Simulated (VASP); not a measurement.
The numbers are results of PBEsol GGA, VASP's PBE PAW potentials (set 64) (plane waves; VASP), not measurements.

VASP ran on this input.

KPOINTS:
```
Automatic mesh
0
Gamma
  14 14 14
0 0 0
```

**INCAR**
```
# general
SYSTEM =RuAl
PREC   =Accurate
ENCUT  =400   # plane-wave cut-off (eV)
LREAL  =.False.   # projection in real space or not
LASPH  =.True.

# electronic loop
EDIFF  =1E-7   # SCF stop (eV)
NELM   =100
ALGO   =Normal
LMAXMIX=4

# smearing
ISMEAR =-5   # tetrahedra, Bloechl

# functional
GGA    =PS

# ions
ISIF   =2   # forces and stress, cell fixed

# output
LWAVE  =.False.
LCHARG =.True.
LORBIT =11
NEDOS  =601
```

File POSCAR:
```
RuAl
1.0
  2.9746550139   0.0000000000   0.0000000000
  0.0000000000   2.9746550139   0.0000000000
  0.0000000000   0.0000000000   2.9746550139
Ru Al
1 1
direct
  0.0000000000   0.0000000000   0.0000000000
  0.5000000000   0.5000000000   0.5000000000
```

POTCAR, in this order: Ru_pv Al (PBE.64 set). Program: vasp_std.

The run wrote:

### OUTCAR
```
 ion  position               nearest neighbor table
   1  0.000  0.000  0.000-   2 2.58   2 2.58   2 2.58   2 2.58   2 2.58   2 2.58   2 2.58   2 2.58
  LATTYP: Found a simple cubic cell.
 ALAT       =     2.9746550139
 Subroutine PRICEL returns:
 Original cell was already a primitive cell.
 Subroutine GETGRP returns: Found 48 space group operations
The static configuration has the point symmetry O_h .
The dynamic configuration has the point symmetry O_h .
 Subroutine INISYM returns: Found 48 space group operations
 Subroutine IBZKPT returns following result:
 Found    120 irreducible k-points:

 Following reciprocal coordinates:
            Coordinates               Weight
  0.000000  0.000000  0.000000      1.000000
  0.071429  0.000000  0.000000      6.000000
  0.142857  0.000000  0.000000      6.000000
  0.214286  0.000000  0.000000      6.000000
  0.285714  0.000000  0.000000      6.000000
  0.357143  0.000000  0.000000      6.000000
  0.428571  0.000000  0.000000      6.000000
  0.500000  0.000000  0.000000      3.000000
  0.071429  0.071429  0.000000     12.000000
  0.142857  0.071429  0.000000     24.000000
  0.214286  0.071429  0.000000     24.000000
  0.285714  0.071429  0.000000     24.000000
  0.357143  0.071429  0.000000     24.000000
  0.428571  0.071429  0.000000     24.000000
  0.500000  0.071429  0.000000     12.000000
  0.142857  0.142857  0.000000     12.000000
  0.214286  0.142857  0.000000     24.000000
  0.285714  0.142857  0.000000     24.000000
  0.357143  0.142857  0.000000     24.000000
  0.428571  0.142857  0.000000     24.000000
  0.500000  0.142857  0.000000     12.000000
  0.214286  0.214286  0.000000     12.000000
  0.285714  0.214286  0.000000     24.000000
  0.357143  0.214286  0.000000     24.000000
  0.428571  0.214286  0.000000     24.000000
  0.500000  0.214286  0.000000     12.000000
  0.285714  0.285714  0.000000     12.000000
  0.357143  0.285714  0.000000     24.000000
  0.428571  0.285714  0.000000     24.000000
  0.500000  0.285714  0.000000     12.000000
  0.357143  0.357143  0.000000     12.000000
  0.428571  0.357143  0.000000     24.000000
  0.500000  0.357143  0.000000     12.000000
  0.428571  0.428571  0.000000     12.000000
  0.500000  0.428571  0.000000     12.000000
  0.500000  0.500000  0.000000      3.000000
  0.071429  0.071429  0.071429      8.000000
  0.142857  0.071429  0.071429     24.000000
  0.214286  0.071429  0.071429     24.000000
  0.285714  0.071429  0.071429     24.000000
   k-points           NKPTS =    120   k-points in BZ     NKDIM =    120   number of bands    NBANDS=     12
   number of dos      NEDOS =    601   number of ions     NIONS =      2
   total plane-waves  NPLWV =   8000
   dimension x,y,z NGX =    20 NGY =   20 NGZ =   20
   dimension x,y,z NGXF=    40 NGYF=   40 NGZF=   40
   ions per type =               1   1
   PREC   = accura    normal or accurate (medium, high low for compatibility)
   ISTART =      0    job   : 0-new  1-cont  2-samecut
   ICHARG =      2    charge: 1-file 2-atom 10-const
   ISPIN  =      1    spin polarized calculation?
   LNONCOLLINEAR =      F non collinear calculations
   LSORBIT =      F    spin-orbit coupling
   INIWAV =      1    electr: 0-lowe 1-rand  2-diag
   ENCUT  =  400.0 eV  29.40 Ry    5.42 a.u.   4.85  4.85  4.85*2*pi/ulx,y,z
   NELM   =    100;   NELMIN=  2; NELMDL= -5     # of ELM steps
   EDIFF  = 0.1E-06   stopping-criterion for ELM
   LREAL  =      F    real-space projection
   NLSPLINE    = F    spline interpolate recip. space projectors
   LMAXMIX     =    4 max onsite mixed and CHGCAR
   VOSKOWN=      0    Vosko Wilk Nusair interpolation
...
```

File OSZICAR:
```
       N       E                     dE             d eps       ncg     rms          rms(c)
DAV:   1     0.864673263049E+02    0.86467E+02   -0.82984E+03  3088   0.108E+03
DAV:   2    -0.144901170442E+02   -0.10096E+03   -0.96726E+02  3148   0.303E+02
DAV:   3    -0.162976367614E+02   -0.18075E+01   -0.17712E+01  3388   0.411E+01
DAV:   4    -0.163149900551E+02   -0.17353E-01   -0.17346E-01  3352   0.410E+00
DAV:   5    -0.163153917017E+02   -0.40165E-03   -0.40094E-03  3532   0.537E-01    0.137E+01
DAV:   6    -0.156166103043E+02    0.69878E+00   -0.42000E+00  3040   0.234E+01    0.249E+00
DAV:   7    -0.155351203787E+02    0.81490E-01   -0.32171E-01  3048   0.674E+00    0.220E+00
DAV:   8    -0.155161540786E+02    0.18966E-01   -0.20605E-02  3144   0.137E+00    0.230E-01
DAV:   9    -0.155159266606E+02    0.22742E-03   -0.40446E-04  3376   0.185E-01    0.154E-01
DAV:  10    -0.155159169398E+02    0.97208E-05   -0.32943E-05  3760   0.742E-02    0.164E-02
DAV:  11    -0.155159138116E+02    0.31282E-05   -0.34299E-06  3320   0.248E-02    0.804E-03
DAV:  12    -0.155159136723E+02    0.13930E-06   -0.73178E-08  1892   0.294E-03    0.331E-04
DAV:  13    -0.155159137043E+02   -0.31998E-07   -0.87047E-09  1552   0.950E-04
   1 F= -.15515914E+02 E0= -.15515914E+02  d E =0.000000E+00
```

### OUTCAR
```
------------------------ aborting loop because EDIFF is reached ----------------------------------------
  FORCE on cell =-STRESS in cart. coord.  units (eV):
  Direction    XX          YY          ZZ          XY          YZ          ZX
  --------------------------------------------------------------------------------------
  Total       -0.0091839     -0.0091839     -0.0091839      0.0000000      0.0000000     -0.0000000
  in kB       -0.5590179     -0.5590179     -0.5590179      0.0000000      0.0000000     -0.0000000
  external PRESSURE =      -0.5590179 kB  Pullay stress =       0.0000000 kB
  volume of cell :       26.32
      direct lattice vectors                 reciprocal lattice vectors
     2.974655014  0.000000000  0.000000000     0.336173437  0.000000000  0.000000000
     0.000000000  2.974655014  0.000000000     0.000000000  0.336173437  0.000000000
     0.000000000  0.000000000  2.974655014     0.000000000  0.000000000  0.336173437
 POSITION                                       TOTAL-FORCE (eV/Angst)
 -----------------------------------------------------------------------------------
      0.00000      0.00000      0.00000         0.000000      0.000000      0.000000
      1.48733      1.48733      1.48733         0.000000      0.000000      0.000000
 -----------------------------------------------------------------------------------
    total drift:                                0.000000      0.000000      0.000000
  FREE ENERGIE OF THE ION-ELECTRON SYSTEM (eV)
  ---------------------------------------------------
  free  energy   TOTEN  =       -15.5159137043 eV

  energy  without entropy=      -15.5159137043  energy(sigma->0) =      -15.51591370

 total charge

# of ion       s       p       d       tot
------------------------------------------
    1        0.342   6.255   6.222  12.818
    2        0.392   0.427   0.000   0.819
--------------------------------------------------
tot          0.734   6.681   6.222  13.637
```
(Selected blocks of OUTCAR.)

OUTCAR:
```
 val. band max:       10.8835566528   @ k =   0.4286   0.4286   0.1429

 cond. band min:      10.7762634972   @ k =   0.3571   0.3571   0.2857


 Fermi energy:        10.8190721984

 k-point     1 :       0.0000    0.0000    0.0000
  band No.  band energies     occupation
      1     -30.8750      2.00000
      2     -30.8750      2.00000
      3     -30.8750      2.00000
      4       1.0545      2.00000
      5       7.1554      2.00000
      6       7.1554      2.00000
      7      11.0360     -0.39495
      8      11.0360      0.00000
      9      11.0360      0.00000
     10      16.9940      0.00000
     11      16.9940      0.00000
     12      16.9940      0.00000

 k-point     2 :       0.0714    0.0000    0.0000
  band No.  band energies     occupation
      1     -30.8864      2.00000
      2     -30.8741      2.00000
      3     -30.8741      2.00000
      4       1.1543      2.00000
      5       7.1907      2.00000
      6       7.1920      2.00000
      7      10.9087      0.72235
      8      10.9087      0.38612
      9      11.0485      0.00000
     10      16.5096      0.00000
     11      17.1956      0.00000
     12      17.1956      0.00000

 k-point     3 :       0.1429    0.0000    0.0000
  band No.  band energies     occupation
      1     -30.9180      2.00000
      2     -30.8717      2.00000
      3     -30.8717      2.00000
      4       1.4489      2.00000
      5       7.2740      2.00000
      6       7.2920      2.00000
      7      10.5847      2.03322
      8      10.5847      2.12783
      9      11.0837      0.00000
     10      15.4812      0.00000
     11      17.7430      0.00000
     12      17.7430      0.00000

 k-point     4 :       0.2143    0.0000    0.0000
  band No.  band energies     occupation
      1     -30.9634      2.00000
      2     -30.8678      2.00000
      3     -30.8678      2.00000
      4       1.9245      2.00000
      5       7.3131      2.00000
      6       7.4453      2.00000
...
```

For a metal the tetrahedron method with Blöchl corrections gives inexact stress and forces.

The structure was generated: RuAl was put into the CsCl type type (Pm-3m), which need not be its known phase. It was relaxed first, which changed the volume by -37 %. The electron count is odd and the run is not spin-polarised, which forces a metal.
